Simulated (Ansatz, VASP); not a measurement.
# TiC: VASP beside Ansatz

Aim: how closely do two programs agree when they are given the same cell, functional and k mesh? The structure shown is the end of the Ansatz relaxation below.

Program: Ansatz 0.2.0. Level of theory: plane waves, with VASP 6.6.1 beside it; single point at PBEsol. Results are calculated unless marked as measured.

### 1. Starting point

The structure is tetragonal, space group I4/mmm (No. 139). The conventional cell has a = 3.047 Å, b = 3.047 Å, c = 4.207 Å, α = 90.00°, β = 90.00°, γ = 90.00°. Nearest to Ti lie 6 C at 2.10 to 2.15 Å. C has 6 Ti at 2.10 to 2.15 Å nearest. Farther neighbours are not listed.

### 2. Ansatz: relaxation, PBEsol

Ansatz runs on its PAW soft_1 files.

This run makes the geometry at which the two programs are then compared.

The input, input.yaml:

```yaml
crystal:
  lattice:
    - [3.050650365, 0.0, 0.0]
    - [0.0, 3.050650365, 0.0]
    - [0.0, 0.0, 4.20695184]
  atoms:
    - { symbol: Ti, position: [0.0, 0.0, 0.0] }
    - { symbol: Ti, position: [0.5, 0.5, 0.5] }
    - { symbol: C, position: [0.0, 0.0, 0.5] }
    - { symbol: C, position: [0.5, 0.5, 0.0] }
kpoints:
  mp_grid: { grid: [14, 14, 10] }
scf:
  occupations: { method: fermi_dirac, width: 0.05 }
hamiltonian:
  xc: pbesol
  pseudopotentials: { kind: paw, azcp: { folder: soft_1 }, xc_functional: pbe }
basis:
  ecutwfc: 600
output:
  forces: true
  stress: true
  write_density: true
  write_potential: true
  elf: true
  volumetric_format: npy
relax:
  f_tol: 0.005
  max_steps: 70
  cell: { stress_tol: 0.02, p_target: 0, fix: [c, alpha, beta, gamma] }
```

Command:

```sh
$ ansatz run input.yaml --threads 4 --pin off --max-ram 10240MiB --backend cpu --events-out ev --progress --plain --runs-dir out
```

Numbers of over 12 decimals in the logs are rounded to 6 here.

The program printed:

```text
Engine: ansatz 0.2.0, aarch64-unknown-linux-gnu
Pseudopotentials: kind: paw
Pseudopotential: Ti, paw, valence charge 12, recommended cutoff 420 eV (normal), soft_1/Ti.paw.azcp
Pseudopotential: C, paw, valence charge 4, recommended cutoff 420 eV (normal), soft_1/C.paw.azcp
Functional definition: PBEsol
  exchange = pbesol_x
  correlation = pbesol_c
Crystal: 4 atoms, lattice volume = 39.152 Å³
Basis set: ecut = 600 eV, 1297 PW (Γ), exchange–correlation on 50×50×72 points (8 copies of the dense FFT grid, shifted against one another)
Bands: 20, of which v1, the nominal top of the filled ones, is band 16 counted from 1 (15 counted from 0)
Symmetry: 32 space group operations
Space group: I4/mmm (ITA 139), of the structure as read, at distance tolerance 3.4e-5 Å
k-points: 216 of 1960
Non-local potential: Ti, projectors of the file, l = 0: 3, l = 1: 2, l = 2: 3, l = 3: 1
Non-local potential: C, projectors of the file, l = 0: 2, l = 1: 2, l = 2: 1
PAW form: soft (Blöchl's): semilocal exchange-correlation on the pseudo side does not see the compensation charge
PAW frozen core: Ti, regenerated for the run's functional, and the local potential with it (the file was generated under x = pbe(κ = 0.804, μ = 0.219515), c = pbe(β = 0.066725))
PAW frozen core: C, regenerated for the run's functional, and the local potential with it (the file was generated under x = pbe(κ = 0.804, μ = 0.219515), c = pbe(β = 0.066725))
PAW one-centre angular grid: Ti, 590 points (default); XC on 64 Gauss nodes
PAW one-centre angular grid: C, 110 points (default); XC on 64 Gauss nodes
Initial density: superposition of atomic densities (chi_scale 0.1, normalization cell, long waves kept (reshape's long-wave potential 0.00 eV rms))
Initial wavefunctions: pseudopotential atomic-orbital guess
Functional: x = pbesol(κ = 0.804, μ = 0.123457), c = pbesol(β = 0.046)
SCF iter   1: F=—  HF=-5446.835325 eV  |F-HF|=—  |Δ(HF+E_count)|=         —  Δρ=1.40e-1  dr2=9.81e0  ethr=3.10e-3  ⟨swp⟩=4.0  Hψ=16282  notcnv=0
preconditioner: auto → Kerker (q_TF=auto, 2.638 Å⁻¹)  [metal: Δε(μ)=0.032 eV  Ē_g=19.294 eV  σ=0.050 eV  W_gap=0.16  n_scr=14 (ndim 8)  ℏωp=31.4 eV  f_vac=0.000  D(μ)=0.35/eV (n_scr^D=0)]
SCF iter   2: F=—  HF=-5444.856248 eV  |F-HF|=—  |Δ(HF+E_count)|=    1.98e0  Δρ=3.08e-2  dr2=1.40e-1  ethr=3.10e-3  ⟨swp⟩=2.7  Hψ=10274  notcnv=0
SCF iter   3: F=—  HF=-5444.837341 eV  |F-HF|=—  |Δ(HF+E_count)|=   1.89e-2  Δρ=1.76e-2  dr2=5.51e-2  ethr=4.37e-4  ⟨swp⟩=2.3  Hψ=6435  notcnv=0
SCF iter   4: F=—  HF=-5444.835393 eV  |F-HF|=—  |Δ(HF+E_count)|=   1.95e-3  Δρ=4.24e-3  dr2=3.21e-3  ethr=1.72e-4  ⟨swp⟩=2.3  Hψ=6161  notcnv=0
SCF iter   5: F=—  HF=-5444.835254 eV  |F-HF|=—  |Δ(HF+E_count)|=   1.39e-4  Δρ=6.48e-4  dr2=1.36e-4  ethr=1.00e-5  ⟨swp⟩=2.7  Hψ=7629  notcnv=0
SCF iter   6: F=—  HF=-5444.835244 eV  |F-HF|=—  |Δ(HF+E_count)|=   9.48e-6  Δρ=9.14e-5  dr2=2.62e-6  ethr=4.24e-7  ⟨swp⟩=2.1  Hψ=5853  notcnv=0
SCF iter   7: F=—  HF=-5444.835259 eV  |F-HF|=—  |Δ(HF+E_count)|=   1.50e-5  Δρ=1.47e-5  dr2=5.53e-8  ethr=3.13e-10  ⟨swp⟩=5.9  Hψ=24815  notcnv=0
SCF iter   8: F=-5444.835259 eV  HF=-5444.835259 eV  |F-HF|=4.31e-9  |Δ(HF+E_count)|=   1.92e-9  Δρ=3.40e-6  dr2=5.11e-9  ethr=1.73e-10  ⟨swp⟩=4.5  Hψ=22851  notcnv=0
SCF 1 converged in 8 iterations: F = -5444.835259 eV  dr2 = 5.11e-9
  greatest PAW one-centre occupation: 0.998 electrons in one spin orbital (limit 2), on the Ti atom at site 1 (counted from 0), in its partial waves of l = 0
relax step   1: F+E_penalty+E_count = -5444.83525904 eV  Δ(F+E_penalty+E_count) = +0.000e0 eV  max|allowed force component| = 1.613e-29 eV/Å  Δτ_max = 0.0000 Å  P = +3.119 GPa  Ω = 39.152 Å³  fix = [c, alpha, beta, gamma]  reactions: c +10.875 GPa  (8 SCF iters, dr2 threshold 1.00e-7 eV, accepted)
[...]
relax step   2: F+E_penalty+E_count = -5444.83546655 eV  Δ(F+E_penalty+E_count) = -2.075e-4 eV  max|allowed force component| = 1.104e-29 eV/Å  Δτ_max = 0.0000 Å  P = +3.573 GPa  Ω = 39.085 Å³  energy of the carried Pulay correction = +9.630e-6 eV  fix = [c, alpha, beta, gamma]  reactions: c +11.108 GPa  (6 SCF iters, dr2 threshold 4.00e-7 eV, accepted)
[...]
relax step   3: F+E_penalty+E_count = -5444.83548361 eV  Δ(F+E_penalty+E_count) = -1.706e-5 eV  max|allowed force component| = 9.060e-30 eV/Å  Δτ_max = 0.0000 Å  P = +3.730 GPa  Ω = 39.063 Å³  energy of the carried Pulay correction = +1.294e-5 eV  fix = [c, alpha, beta, gamma]  reactions: c +11.188 GPa  (6 SCF iters, accepted)
[...]
relax step   4: F+E_penalty+E_count = -5444.83546961 eV  Δ(F+E_penalty+E_count) = +1.400e-5 eV  max|allowed force component| = 1.281e-29 eV/Å  Δτ_max = 0.0000 Å  P = +3.730 GPa  Ω = 39.063 Å³  fix = [c, alpha, beta, gamma]  reactions: c +11.188 GPa  stress off target by 1.08e-3 GPa on what of the cell is left free  SCF on the basis re-selected at this cell (its energy is not comparable with the rows above)  (7 SCF iters)
basis re-selected at this cell: Δ(F+E_penalty+E_count) = +1.400e-5 eV, ΔP = -0.000 GPa vs the last step (what re-selecting the basis moved, of the pressure what is left beyond the Pulay correction that the steps carried, after the strain that the cell walked since its last selection, with what the two solves' SCF thresholds leave and, on support functions, any second-order correction that the steps lacked; it is no m [...]
SCF converged after 7 iterations
Free energy (F): -5444.835470 eV
Harris-Foulkes:  -5444.835470 eV  (|F-HF|=0.00e0)
Internal energy: -5444.830814 eV  (E = F + TS)
E sigma→0 (E₀):  -5444.833142 eV
Entropy (-TS):   -0.004655 eV (-1.164 meV/atom)
Fermi energy:    15.197800 eV
--- Per-component energies (eV) ---
  E_band       = -202.511209
  E_kinetic    = 736.121469
  E_local      = -1612.688584  (includes V_loc(G=0)·N_el)
  E_nonlocal   = 169.443261
  E_hartree    = 637.720342
  E_xc         = -327.999737
  E_vxc        = -411.084227  (∫ρ·V_xc dr)
  E_paw        = -2224.763976  (= ΣΔE_a)
  E_vpaw       = -359.743780  (= ΣTr[D̂ρ^β])
  E_aug_tail   = -0.000031  (compensation charges beyond the density's cutoff)
  E_ewald      = -2822.984527
  E_core_change = 0.320970  (= ΣΔE_core)
  E_smearing   = -0.004655  (= −TS)
  E_closure    = 0.000000  (closes the sum)
  Σ components = -5444.835470   (vs F -5444.835470, Δ=0.00e0)
--- Forces (eV/Å), atoms counted from 1 ---
  atom   1  Ti    -0.00000000     0.00000000    -0.00000000
  atom   2  Ti    -0.00000000    -0.00000000    -0.00000000
  atom   3  C     -0.00000000     0.00000000     0.00000000
  atom   4  C     -0.00000000     0.00000000     0.00000000
  max |Σ_I F_I| component: 4.07e-29 eV/Å
--- Stress (GPa, compression-positive) ---
        0.001081       0.000000      -0.000000
        0.000000       0.001081      -0.000000
       -0.000000      -0.000000      11.188051
  P = ⅓ Tr σ = 3.7301 GPa (37.301 kbar)
--- Band table (eV; the first three rows and the last of 216) ---
  k-point 0: bands = [... 12 lower, 15.0805, 15.0805, 15.8165, 15.8165, 16.0069, 16.9181, 16.9181, 16.9271]
  k-point 1: bands = [... 12 lower, 15.0257, 15.0257, 15.5832, 15.5832, 15.7519, 15.9225, 16.9536, 17.2277]
  k-point 2: bands = [... 12 lower, 14.4786, 14.8911, 14.8911, 15.2060, 15.2060, 15.6859, 17.0309, 17.8185]
  k-point 215: bands = [... 12 lower, 11.8610, 11.8610, 12.2963, 12.2963, 18.3298, 18.3298, 18.3298, 18.3298]
--- Relaxed structure (3 steps of the walk, 3 accepted, 1 SCFs on fresh bases) ---
  F+E_penalty+E_count = -5444.83546961 eV   max|allowed force component| = 1.281e-29 eV/Å   (the final SCF, on the basis selected at the relaxed cell)
  cell:  # Å, volume = 39.0627 Å³
    - [3.047173, 0, 0.0]
    - [0, 3.047173, 0.0]
    - [0.0, 0.0, 4.20695184]
  atoms:
    - { symbol: Ti, position: [0, 0, 0.0] }
    - { symbol: Ti, position: [0.5, 0.5, 0.500000] }
    - { symbol: C, position: [0, 0, 0.500000] }
    - { symbol: C, position: [0.5, 0.5, 0.0] }
```

### 3. VASP: single point, PBEsol, pair 1

The same cell, functional, mesh and smearing now go to VASP, with its own data sets.

Lines of VASP's logs that name or quote its potential files are left out, and so is its time.

The input, INCAR:

```
SYSTEM = TiC
PREC = Accurate
ENCUT = 600
EDIFF = 1E-06
NELM = 120
ISMEAR = -1
SIGMA = 0.05
LREAL = .FALSE.
ALGO = Normal
GGA = PS
NBANDS = 22
LASPH = .TRUE.
LORBIT = 11
LWAVE = .FALSE.
LCHARG = .FALSE.
ISIF = 2
GGA_COMPAT = .FALSE.
KPAR = 2
```

The input, POSCAR:

```
TiC
1.0
    3.0471734181      0.0000000000      0.0000000000
    0.0000000000      3.0471734181      0.0000000000
    0.0000000000      0.0000000000      4.2069518400
Ti C
2 2
Direct
    0.0000000000      0.0000000000      0.0000000000
    0.5000000000      0.5000000000      0.5000000000
    0.0000000000      0.0000000000      0.5000000000
    0.5000000000      0.5000000000      0.0000000000
```

The input, KPOINTS:

```
Automatic mesh
0
Gamma
14 14 10
0 0 0
```

PAW data sets: Ti_sv and C (PBE family, release 64).

Command:

```sh
$ mpirun -np 2 vasp_std
```

The program printed:

```text
[banner, memory and clock lines left out]
running    2 mpi-ranks, on    1 nodes
 distrk:  each k-point on    1 cores,    2 groups
 distr:  one band on    1 cores,    1 groups

 POSCAR found type information on POSCAR TiC
 POSCAR found :  2 types and       4 ions
|                                                                             |
|               ----> ADVICE to this user running VASP <----                  |
|                                                                             |
|     You enforced a specific xc type in the INCAR file but a different       |
|     [... a line on the potential file left out ...]
|     I HOPE YOU KNOW WHAT YOU ARE DOING!                                     |
|                                                                             |

 LDA part: xc-table for (Slater+PW92), standard interpolation
 POSCAR, INCAR and KPOINTS ok, starting setup
 FFT: planning ... GRIDC
 FFT: planning ... GRID_SOFT
 FFT: planning ... GRID
 WAVECAR not read
 entering main loop
       N       E                     dE             d eps       ncg     rms          rms(c)
DAV:   1     0.366013510688E+03    0.36601E+03   -0.17466E+04  9504   0.196E+03
DAV:   2    -0.383049684514E+01   -0.36984E+03   -0.35523E+03  9680   0.526E+02
DAV:   3    -0.480808845955E+02   -0.44250E+02   -0.42629E+02 16566   0.155E+02
DAV:   4    -0.501270831147E+02   -0.20462E+01   -0.20404E+01 12108   0.314E+01
DAV:   5    -0.502202993555E+02   -0.93216E-01   -0.93203E-01 13960   0.595E+00    0.273E+01
DAV:   6    -0.403814987647E+02    0.98388E+01   -0.73983E+01 11982   0.768E+01    0.880E+00
DAV:   7    -0.396073511985E+02    0.77415E+00   -0.10783E+01 12128   0.277E+01    0.706E+00
DAV:   8    -0.395762235293E+02    0.31128E-01   -0.95019E-01 11430   0.931E+00    0.115E+00
DAV:   9    -0.395778772938E+02   -0.16538E-02   -0.10093E-01 13514   0.282E+00    0.723E-01
DAV:  10    -0.395815384075E+02   -0.36611E-02   -0.55393E-02 11740   0.282E+00    0.531E-01
DAV:  11    -0.395793348170E+02    0.22036E-02   -0.16904E-02 11732   0.151E+00    0.658E-02
DAV:  12    -0.395793537878E+02   -0.18971E-04   -0.39805E-04 13266   0.172E-01    0.236E-02
DAV:  13    -0.395793510681E+02    0.27196E-05   -0.37521E-05 12960   0.499E-02    0.423E-03
DAV:  14    -0.395793508984E+02    0.16970E-06   -0.42481E-06 10628   0.216E-02
   1 F= -.39579351E+02 E0= -.39577019E+02  d E =-.466282E-02
```

Parts of OUTCAR (step 3):

```text
ion  position               nearest neighbor table
   1  0.000  0.000  0.000-   3 2.10   3 2.10   4 2.15   4 2.15   4 2.15   4 2.15
   2  0.500  0.500  0.500-   4 2.10   4 2.10   3 2.15   3 2.15   3 2.15   3 2.15
   3  0.000  0.000  0.500-   1 2.10   1 2.10   2 2.15   2 2.15   2 2.15   2 2.15
   4  0.500  0.500  0.000-   2 2.10   2 2.10   1 2.15   1 2.15   1 2.15   1 2.15

  LATTYP: Found a simple tetragonal cell.
 ALAT       =     3.0471734181
 C/A-ratio  =     1.3806079480

 Subroutine GETGRP returns: Found 16 space group operations
 (whereof 16 operations were pure point group operations)

The static configuration has the point symmetry D_4h.

 Found    216 irreducible k-points:

   k-points           NKPTS =    216   k-points in BZ     NKDIM =    216   number of bands    NBANDS=     22

   dimension x,y,z NGX =    24 NGY =   24 NGZ =   36
   dimension x,y,z NGXF=    48 NGYF=   48 NGZF=   72

   ENCUT  =  600.0 eV  44.10 Ry    6.64 a.u.   6.09  6.09  8.40*2*pi/ulx,y,z

   NELECT =      32.0000    total number of electrons

 k-points in reciprocal lattice and weights: Automatic mesh
   0.00000000  0.00000000  0.00000000       0.001
   0.07142857  0.00000000  0.00000000       0.002
   0.14285714  0.00000000  0.00000000       0.002
   0.21428571  0.00000000  0.00000000       0.002
   0.28571429  0.00000000  0.00000000       0.002
   0.35714286  0.00000000  0.00000000       0.002
   0.42857143  0.00000000  0.00000000       0.002
   0.50000000  0.00000000  0.00000000       0.001
   0.07142857  0.07142857  0.00000000       0.002
[...]
0.50000000  0.42857143  0.50000000       0.002
   0.50000000  0.50000000  0.50000000       0.001

 average (electrostatic) potential at core
       1 -70.3573       2 -70.3573       3 -44.1272       4 -44.1272

 E-fermi :   9.7712

 k-point     1 :       0.0000    0.0000    0.0000
  band No.  band energies     occupation
    ...
     10      -0.4211      2.00000
     11       6.4946      2.00000
     12       7.9479      2.00000
     13       9.6574      1.81369
     14       9.6574      1.81369
     15      10.3859      0.00001
     16      10.3859      0.00001
     17      10.5744      0.00000
     18      11.4867      0.00000
     19      11.4900      0.00000
    ...

 k-point     2 :       0.0714    0.0000    0.0000
  band No.  band energies     occupation
    ...
      9      -2.7005      2.00000
     10      -0.3689      2.00000
     11       6.4937      2.00000
     12       7.7218      2.00000
     13       9.3921      1.99898
     14       9.8339      0.44369
     15      10.1145      0.00208
     16      10.2148      0.00028
     17      10.4248      0.00000
     18      10.4339      0.00000
    ...

 k-point     3 :       0.1429    0.0000    0.0000
  band No.  band energies     occupation
    ...
     12       7.1774      2.00000
     13       8.8343      2.00000
     14       9.3414      1.99963
     15       9.4970      1.99171
     16       9.5738      1.96209
     17      10.2658      0.00010
     18      10.5396      0.00000
     19      11.3132      0.00000
     20      12.2439      0.00000
     21      13.0006      0.00000
    ...

  Total        0.0776072      0.0776072      2.8125643      0.0000000     -0.0000000      0.0000000
  in kB        3.1831032      3.1831032    115.3589145      0.0000000     -0.0000000      0.0000000
  external PRESSURE =      40.5750403 kB  Pullay stress =       0.0000000 kB

  energy-cutoff  :      600.00
  volume of cell :       39.06
      direct lattice vectors                 reciprocal lattice vectors
     3.047173418  0.000000000  0.000000000     0.328172986  0.000000000  0.000000000
     0.000000000  3.047173418  0.000000000     0.000000000  0.328172986  0.000000000
     0.000000000  0.000000000  4.206951840     0.000000000  0.000000000  0.237701794

 POSITION                                       TOTAL-FORCE (eV/Angst)
 -----------------------------------------------------------------------------------
      0.00000      0.00000      0.00000        -0.000000      0.000000     -0.000000
      1.52359      1.52359      2.10348         0.000000     -0.000000      0.000000
      0.00000      0.00000      2.10348        -0.000000      0.000000     -0.000000
      1.52359      1.52359      0.00000        -0.000000     -0.000000     -0.000000
 -----------------------------------------------------------------------------------
    total drift:                                0.000000      0.000000     -0.000000

  FREE ENERGIE OF THE ION-ELECTRON SYSTEM (eV)
  ---------------------------------------------------
  free  energy   TOTEN  =       -39.5793508984 eV

  energy  without entropy=      -39.5746880831  energy(sigma->0) =      -39.57701949

 total charge
# of ion       s       p       d       tot
------------------------------------------
    1        2.210   6.272   2.014  10.496
    2        2.210   6.272   2.014  10.496
    3        0.894   1.514   0.000   2.408
    4        0.894   1.514   0.000   2.408
--------------------------------------------------
tot          6.207  15.571   4.029  25.807

[... 3 further parts left out ...]
```

The run ends at a pressure of 4.06 GPa.

### 4. Side by side

Known differences besides the potentials themselves: Ansatz makes its cores anew for this functional, VASP keeps those of its PBE data sets; Ansatz's pressure holds a Pulay correction, VASP's none. Total energies have different zeros and are not compared.

Compared:

```
      quantity  Ansatz  VASP  difference
pressure (GPa)    3.73  4.06       -0.33
```

### 5. Ansatz: relaxation, PBEsol

This run makes the geometry at which the two programs are then compared. The cell compared in this pair holds 38.81 Å³, against 39.06 Å³ for the pair before.

The structure compared here is the end of the Ansatz relaxation.

input.yaml, the sections that differ from step 2:

```yaml
crystal:
  lattice:
    - [3.0582390475, 0.0, 0.0]
    - [0.0, 3.0582390475, 0.0]
    - [0.0, 0.0, 4.16402376]
  atoms:
    - { symbol: Ti, position: [0.0, 0.0, 0.0] }
    - { symbol: Ti, position: [0.5, 0.5, 0.5] }
    - { symbol: C, position: [0.0, 0.0, 0.5] }
    - { symbol: C, position: [0.5, 0.5, 0.0] }
output:
  forces: true
  stress: true
# kpoints, scf, hamiltonian, basis, relax: as in step 2
```

Command:

```sh
$ ansatz run input.yaml --threads 4 --pin off --max-ram 10240MiB --backend cpu --events-out ev --progress --plain --runs-dir out
```

The program printed:

```text
[...]
Crystal: 4 atoms, lattice volume = 38.945 Å³
Basis set: ecut = 600 eV, 1289 PW (Γ), exchange–correlation on 50×50×72 points (8 copies of the dense FFT grid, shifted against one another)
Bands: 20, of which v1, the nominal top of the filled ones, is band 16 counted from 1 (15 counted from 0)
Symmetry: 32 space group operations
[...]
k-points: 216 of 1960
[...]
-0.000000      -0.000000      17.835947
  P = ⅓ Tr σ = 5.9468 GPa (59.468 kbar)
--- Relaxed structure (3 steps of the walk, 3 accepted, 1 SCFs on fresh bases) ---
[...]
cell:  # Å, volume = 38.8137 Å³
    - [3.053063, 0, 0.0]
    - [0, 3.053063, 0.0]
    - [0.0, 0.0, 4.16402376]
  atoms:
    - { symbol: Ti, position: [0.0, 0, 0.0] }
    - { symbol: Ti, position: [0.5, 0.5, 0.500000] }
    - { symbol: C, position: [0, 0, 0.500000] }
    - { symbol: C, position: [0.5, 0.5, 0.0] }
[key lines of the parts left out:]
SCF converged after 8 iterations
Free energy (F): -5444.799442 eV
Fermi energy:    15.309467 eV
```

[end of part 1 of 2]

[Lines on the potential files, build, host, timing and source positions are cut from VASP's logs without a mark.]

[Logs are printed without paths, hosts, clocks, repeated set-up lines and the standing remarks that a program may print on its own settings, such as how far it seeks lower states.]

[Hosts, paths, dates, database ids (printed as entryN), source tags and the programs' standing remarks are cut or masked in the printed files.]
